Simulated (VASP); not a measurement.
# A VASP study of Si2Mo (PBE + D3(BJ)): structure first, properties next, part 4 of 4

Aim: relax Si2Mo with PBE + D3(BJ), compute its properties on that cell and hold them against experiment. The start is a cell from a database of measured crystal structures.

VASP 6.6.1, plane waves and PAW; the level of theory is named at each step.

So far. Step 7 (Band structure (PBE + D3(BJ) + SOC)): There is no gap at this level. Step 7 (Band structure (PBE + D3(BJ) + SOC)): Of the bands kept, 4 cross the Fermi level on this path (spinor bands, one electron each). The relaxed cell has a = 3.178, c = 7.790 Å (conventional setting).

The database entry behind the starting cell is an old determination (1927), so it need not match the best structure at ambient conditions.

## 8. Vibrations at Γ (PBE + D3(BJ))

This step: PBE with D3(BJ); plane waves and PAW (Si, Mo_sv) (VASP 6.6.1).

Zone-centre modes test whether the atoms sit at a minimum within this cell. IBRION = 6 takes the force constants from differences of forces between displaced cells, so the forces must be tight.

INCAR

```
SYSTEM = Si2Mo
PREC = Accurate
ENCUT = 400
EDIFF = 1E-08
NELM = 100
ISMEAR = 1
SIGMA = 0.2
LREAL = .FALSE.
ALGO = Normal
GGA = PE
IVDW = 12
NBANDS = 17
LASPH = .TRUE.
LORBIT = 11
LWAVE = .FALSE.
LCHARG = .FALSE.
KPAR = 2
IBRION = 6
NFREE = 2
POTIM = 0.015
ISIF = 2
NSW = 1
```

POSCAR

```
Si2Mo
1.0
   -1.5890689334      1.5890689334      3.8950969645
    1.5890689334     -1.5890689334      3.8950969645
    1.5890689334      1.5890689334     -3.8950969645
Si Mo
2 1
Direct
    0.3347889275      0.3347889275      0.0000000000
    0.6652110725      0.6652110725      0.0000000000
    0.0000000000      0.0000000000      0.0000000000
```

KPOINTS

```
Automatic mesh
0
Gamma
17 17 17
0 0 0
```

The projector-augmented-wave data sets are Si and Mo_sv (PBE family, release 64).

The run is started by

```sh
mpirun -np 2 vasp_std
```

Output:

```text
[... set-up lines as in an earlier step ...]
 entering main loop
       N       E                     dE             d eps       ncg     rms          rms(c)
DAV:   1     0.964694496430E+02    0.96469E+02   -0.98498E+03 13906   0.101E+03
DAV:   2    -0.219898227396E+02   -0.11846E+03   -0.11643E+03 17396   0.273E+02
DAV:   3    -0.240985911927E+02   -0.21088E+01   -0.20980E+01 16884   0.334E+01
DAV:   4    -0.241086965497E+02   -0.10105E-01   -0.10097E-01 17200   0.265E+00
DAV:   5    -0.241087638085E+02   -0.67259E-04   -0.67253E-04 16843   0.203E-01    0.226E+01
DAV:   6    -0.233709473522E+02    0.73782E+00   -0.59473E+00 14810   0.162E+01    0.511E+00
DAV:   7    -0.232584925698E+02    0.11245E+00   -0.84935E-01 14508   0.565E+00    0.470E+00
DAV:   8    -0.232252358191E+02    0.33257E-01   -0.99900E-02 14940   0.242E+00    0.445E-01
DAV:   9    -0.232245784061E+02    0.65741E-03   -0.18515E-03 17414   0.356E-01    0.240E-01
DAV:  10    -0.232245300760E+02    0.48330E-04   -0.51638E-04 15584   0.195E-01    0.529E-02
DAV:  11    -0.232245194702E+02    0.10606E-04   -0.16980E-04 15169   0.983E-02    0.373E-02
DAV:  12    -0.232245168358E+02    0.26344E-05   -0.25545E-05 14659   0.358E-02    0.773E-03
DAV:  13    -0.232245161876E+02    0.64819E-06   -0.10724E-06 15209   0.908E-03    0.223E-03
DAV:  14    -0.232245160736E+02    0.11400E-06   -0.15156E-08 13462   0.959E-04    0.463E-04
DAV:  15    -0.232245160472E+02    0.26360E-07   -0.29049E-09  7572   0.444E-04    0.572E-04
DAV:  16    -0.232245160554E+02   -0.81495E-08   -0.53976E-10  7337   0.190E-04
   1 F= -.24994334E+02 E0= -.24994456E+02  d E =0.367342E-03
 Found     4 degrees of freedom:
 Finite differences POTIM= 0.01500 DOF=   4
 bond charge predicted
       N       E                     dE             d eps       ncg     rms          rms(c)
DAV:   1    -0.232235171271E+02    0.99892E-03   -0.54113E-02 44478   0.117E+00    0.819E-02
DAV:   2    -0.232235509008E+02   -0.33774E-04   -0.10580E-03 57276   0.213E-01    0.331E-02
DAV:   3    -0.232235317596E+02    0.19141E-04   -0.59116E-05 50689   0.453E-02    0.896E-03
DAV:   4    -0.232235324676E+02   -0.70801E-06   -0.55008E-06 56942   0.145E-02    0.512E-03
DAV:   5    -0.232235325362E+02   -0.68629E-07   -0.14688E-07 50256   0.405E-03    0.131E-03
DAV:   6    -0.232235325413E+02   -0.50763E-08   -0.35549E-08 50407   0.130E-03
   2 F= -.24993353E+02 E0= -.24993475E+02  d E =0.367604E-03
[...]
3 F= -.24993353E+02 E0= -.24993475E+02  d E =0.367582E-03
[...]
4 F= -.24992253E+02 E0= -.24992344E+02  d E =0.273523E-03
[...]
5 F= -.24993297E+02 E0= -.24993457E+02  d E =0.479692E-03
[...]
6 F= -.24993123E+02 E0= -.24993244E+02  d E =0.363874E-03
[...]
7 F= -.24993123E+02 E0= -.24993244E+02  d E =0.363880E-03
[...]
8 F= -.24992713E+02 E0= -.24992835E+02  d E =0.366912E-03
 Finite differences progress:
  Degree of freedom:   4/  4
  Displacement:        1/  2
  Total:               7/  8
 bond charge predicted
       N       E                     dE             d eps       ncg     rms          rms(c)
DAV:   1    -0.232085457280E+02    0.14350E-01   -0.53853E+00 13776   0.249E+01    0.341E-01
DAV:   2    -0.232232341053E+02   -0.14688E-01   -0.16466E-01 14438   0.356E+00    0.150E-01
DAV:   3    -0.232229194756E+02    0.31463E-03   -0.13917E-03 17823   0.304E-01    0.663E-02
DAV:   4    -0.232228936983E+02    0.25777E-04   -0.16698E-04 16143   0.113E-01    0.280E-02
DAV:   5    -0.232228949966E+02   -0.12982E-05   -0.13891E-05 16342   0.298E-02    0.137E-02
DAV:   6    -0.232228956068E+02   -0.61028E-06   -0.17329E-06 15973   0.102E-02    0.479E-03
DAV:   7    -0.232228956144E+02   -0.75634E-08   -0.20106E-07 16220   0.578E-03    0.989E-04
DAV:   8    -0.232228956159E+02   -0.14684E-08   -0.13525E-08  9078   0.928E-04
   9 F= -.24992713E+02 E0= -.24992835E+02  d E =0.366913E-03
 Finite differences progress:
  Degree of freedom:   4/  4
  Displacement:        2/  2
  Total:               8/  8
```

The job ended after 16 min (2 MPI ranks of AMD EPYC 7R43, shared host; peak memory 1.8 GiB; 30 min of CPU time).

Parts of OUTCAR (step 8):

```text
   k-points           NKPTS =    405   k-points in BZ     NKDIM =    405   number of bands    NBANDS=     17

   NELECT =      22.0000    total number of electrons

 Edisp (eV)   -1.76982

 E-fermi :  12.6012

 k-point     1 :       0.0000    0.0000    0.0000
  band No.  band energies     occupation
    ...
      6       6.0753      2.00000
      7       9.2095      2.00000
      8       9.4469      2.00000
      9       9.9167      2.00000
     10       9.9167      2.00000
     11      12.9843     -0.02083
     12      15.7077     -0.00000
     13      15.8830     -0.00000
     14      16.1997     -0.00000
     15      16.1997     -0.00000
    ...

 Edisp (eV)   -1.76982

  Total      -0.00945    -0.00945     0.06031     0.00000     0.00000     0.00000
  in kB      -0.38479    -0.38479     2.45597     0.00000     0.00000     0.00000
  external pressure =        0.56 kB  Pullay stress =        0.00 kB

 POSITION                                       TOTAL-FORCE (eV/Angst)
 -----------------------------------------------------------------------------------
      0.00000      0.00000      2.60807        -0.000000     -0.000000     -0.141749
      0.00000      0.00000      5.18212        -0.000000     -0.000000     -0.074333
      0.00000      0.00000     -0.01500         0.000000      0.000000      0.216082
 -----------------------------------------------------------------------------------
    total drift:                                0.000000      0.000000     -0.000016

  FREE ENERGIE OF THE ION-ELECTRON SYSTEM (eV)
  ---------------------------------------------------
  free  energy   TOTEN  =       -24.9927131787 eV

  energy  without entropy=      -24.9930800913  energy(sigma->0) =      -24.99283548

 Eigenvectors and eigenvalues of the dynamical matrix
 ----------------------------------------------------

   1 f  =   13.359982 THz    83.943243 2PiTHz  445.641034 cm-1    55.252421 meV
             X         Y         Z           dx          dy          dz
      0.000000  0.000000  2.608071     0.000000   -0.000000   -0.707107
      0.000000  0.000000  5.182123     0.000000    0.000000    0.707107
      0.000000  0.000000  0.000000     0.000000    0.000000    0.000000

   2 f  =   10.242827 THz    64.357579 2PiTHz  341.663926 cm-1    42.360909 meV
             X         Y         Z           dx          dy          dz
      0.000000  0.000000  2.608071    -0.706993    0.012690    0.000000
      0.000000  0.000000  5.182123     0.706993   -0.012690   -0.000000
      0.000000  0.000000  0.000000    -0.000000   -0.000000    0.000000

   3 f  =   10.242827 THz    64.357579 2PiTHz  341.663926 cm-1    42.360909 meV
             X         Y         Z           dx          dy          dz
      0.000000  0.000000  2.608071     0.012690    0.706993   -0.000000
      0.000000  0.000000  5.182123    -0.012690   -0.706993    0.000000
      0.000000  0.000000  0.000000     0.000000   -0.000000    0.000000

   4 f  =    9.968653 THz    62.634891 2PiTHz  332.518455 cm-1    41.227016 meV
             X         Y         Z           dx          dy          dz
      0.000000  0.000000  2.608071    -0.000000   -0.000000    0.561565
      0.000000  0.000000  5.182123    -0.000000   -0.000000    0.561565
      0.000000  0.000000  0.000000    -0.000000   -0.000000   -0.607692

   5 f  =    8.615613 THz    54.133494 2PiTHz  287.385922 cm-1    35.631297 meV
             X         Y         Z           dx          dy          dz
      0.000000  0.000000  2.608071    -0.000000   -0.561541   -0.000000
      0.000000  0.000000  5.182123    -0.000000   -0.561541   -0.000000
      0.000000  0.000000  0.000000     0.000000    0.607737    0.000000

   6 f  =    8.615613 THz    54.133494 2PiTHz  287.385922 cm-1    35.631297 meV
             X         Y         Z           dx          dy          dz
      0.000000  0.000000  2.608071    -0.561541    0.000000   -0.000000
      0.000000  0.000000  5.182123    -0.561541    0.000000    0.000000
      0.000000  0.000000  0.000000     0.607737    0.000000    0.000000

   7 f/i=    0.000184 THz     0.001153 2PiTHz    0.006121 cm-1     0.000759 meV
             X         Y         Z           dx          dy          dz
      0.000000  0.000000  2.608071    -0.000000   -0.000000    0.429703
      0.000000  0.000000  5.182123    -0.000000   -0.000000    0.429703
      0.000000  0.000000  0.000000    -0.000000   -0.000000    0.794173

   8 f/i=    0.000644 THz     0.004049 2PiTHz    0.021496 cm-1     0.002665 meV
             X         Y         Z           dx          dy          dz
      0.000000  0.000000  2.608071     0.382843    0.195200    0.000000
      0.000000  0.000000  5.182123     0.382843    0.195200    0.000000
      0.000000  0.000000  0.000000     0.707484    0.360724    0.000000

   9 f/i=    0.000644 THz     0.004049 2PiTHz    0.021496 cm-1     0.002665 meV
             X         Y         Z           dx          dy          dz
      0.000000  0.000000  2.608071    -0.195200    0.382843    0.000000
      0.000000  0.000000  5.182123    -0.195200    0.382843    0.000000
      0.000000  0.000000  0.000000    -0.360724    0.707484    0.000000

 ELASTIC MODULI CONTR FROM IONIC RELAXATION (kBar)
 Direction    XX          YY          ZZ          XY          YZ          ZX
 --------------------------------------------------------------------------------
 XX         -19.4374    -19.4374    -24.5721      0.0000     -0.0000     -0.0000
 YY         -19.4374    -19.4374    -24.5721      0.0000     -0.0000     -0.0000
 ZZ         -24.5721    -24.5721    -31.0633      0.0000     -0.0000     -0.0000
 XY           0.0000      0.0000      0.0000      0.0000      0.0000      0.0000
 YZ          -0.0000     -0.0000     -0.0000      0.0000    -26.1208     -0.0000
 ZX          -0.0000     -0.0000     -0.0000      0.0000     -0.0000    -26.1208
 --------------------------------------------------------------------------------

[... 7 parts as in an earlier step ...]

[... 9 further parts left out ...]
```

The last energy, forces, stress and levels in OUTCAR belong to the last displaced cell, not to the cell of POSCAR.

Numbers from this step:

```yaml
bands: 17
irreducible_k_points: 405
pressure_of_the_cell: 0.03395 GPa
largest_force_of_the_cell: 0.03475 eV/Å
```

The modes at Γ (shares of kinetic energy by element, %):

```
mode  frequency (cm⁻¹)  symmetry  Si %  Mo %
   1               0.0  acoustic    37    63
   2               0.0  acoustic    37    63
   3               0.0  acoustic    37    63
   4             287.4        Eu    63    37
   5             287.4        Eu    63    37
   6             332.5       A2u    63    37
   7             341.7        Eg   100     0
   8             341.7        Eg   100     0
   9             445.6       A1g   100     0
```

Displacements in mode 5 (287.4 cm⁻¹), the largest set to 1:
```
Si1  0.00 -1.00  0.00
Si2  0.00 -1.00  0.00
Mo3  0.00  0.59  0.00
```

Displacements in mode 9 (445.6 cm⁻¹), the largest set to 1:
```
Si1  0.00  0.00 -1.00
Si2  0.00  0.00  1.00
Mo3  0.00  0.00  0.00
```

The three acoustic modes come out at zero, and all others are real. By the characters of their eigenvectors the optical modes sort into (cm⁻¹) Raman active: Eg 342, A1g 446; infrared active: Eu 287, A2u 333. With a centre of inversion no mode is active in both.

## 9. Outcome

```
relaxed volume                            : 13.11 Å³/atom
relaxed conventional cell a, b, c         : 3.178, 3.178, 7.790 Å
space group after relaxing, within 0.02 Å : I4/mmm (No. 139)
band gap                                  : none, a metal
DOS at the Fermi level                    : 0.242 states/eV/cell
band gap (PBE + D3(BJ) + SOC)             : none, a metal
highest zone-centre mode                  : 446 cm⁻¹
```

With PBE + D3(BJ), Si2Mo relaxes to 13.11 Å³/atom in space group I4/mmm (held by the symmetry of the run) and comes out as a metal. Against the listed cell the volume lies -2.3 % (a -0.7 %, c -0.9 %). Bands along the symmetry lines (PBE + D3(BJ)): Of the bands kept, 2 cross the Fermi level on this path. Band structure (PBE + D3(BJ) + SOC): Of the bands kept, 4 cross the Fermi level on this path (spinor bands, one electron each). Vibrations at Γ (PBE + D3(BJ)): The highest mode at Γ, 445.6 cm⁻¹, is mostly motion of Si (100 % of the kinetic energy). Modes at Γ alone can't show that the crystal is stable at other wave vectors. No search among competing phases was made, and a listed structure need not be the one stable at ambient conditions. All values are for a static lattice at zero temperature.

Computed beside measured:

| quantity | measured | PBE with D3(BJ) |
| --- | --- | --- |
| lattice constant a (Å) | 3.20519 | 3.178 (-0.8 %) |
| lattice constant c (Å) | 7.84461 | 7.790 (-0.7 %) |

Measured values from arxiv:2202.05362 (2022).

How well it matches: The lattice constant a is off by -0.8 %: fair agreement. The lattice constant c is off by -0.7 %: good agreement. The grades are ours: good and fair within 0.7 and 1.5 % for the lattice constant a and 0.8 and 2 % for the lattice constant c. For lattice constants the calculation has a static lattice, without zero-point motion or thermal expansion.

[Lines on the potential files, build, host, timing and source positions are cut from VASP's logs without a mark.]

[Logs are printed without paths, hosts, clocks, repeated set-up lines and the standing remarks that a program may print on its own settings, such as how far it seeks lower states.]

[Hosts, paths, dates, database ids (printed as entryN), source tags and the programs' standing remarks are cut or masked in the printed files.]

[Measured values are set beside computed ones only where the two were judged alike; some that the calculation misses by far are left out.]
